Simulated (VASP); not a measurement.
Given:

```
IrO2
1.0
    1.32812     0.76679     5.14229
   -1.32812     0.76679     5.14229
    0.00000    -1.53358     5.14229
Ir O
1 2
Direct
  0.00000   0.00000   0.00000
  0.75230   0.75230   0.75230
  0.58100   0.58100   0.58100
```

All values below come from PBE GGA, VASP's PBE PAW potentials (set 64) (plane waves; VASP). Numerical set-up: 520 eV cut-off, 7×7×7 Γ-centred mesh, Gaussian smearing of 0.050 eV, potentials Ir O.

Unless said otherwise, spin-orbit coupling is left out, though it shifts the bands of the heavy elements here.

Question: Estimate the energy per atom (σ→0), pressure, band gap (on the k-mesh) with the smallest direct gap where there is one.

Answer: 
```
Quantity                                                    Result
------------------------  ----------------------------------------
band gap (on the k-mesh)  none (metal, semimetal or under 0.01 eV)
energy per atom (σ→0)                               -5.637 eV/atom
pressure                                                 50.67 GPa
```

Total energies compare only between runs with the same potentials, cut-off and functional.

The structure was generated: IrO2 was put into the 3R-MoS2 type (R3m), which need not be its known phase. The cell was not relaxed at this level. The k-mesh is coarse (spacing up to 0.39 per Å, 2π included), so the numbers may not be converged in it. The electron count is odd and the run is not spin-polarised, which forces a metal.
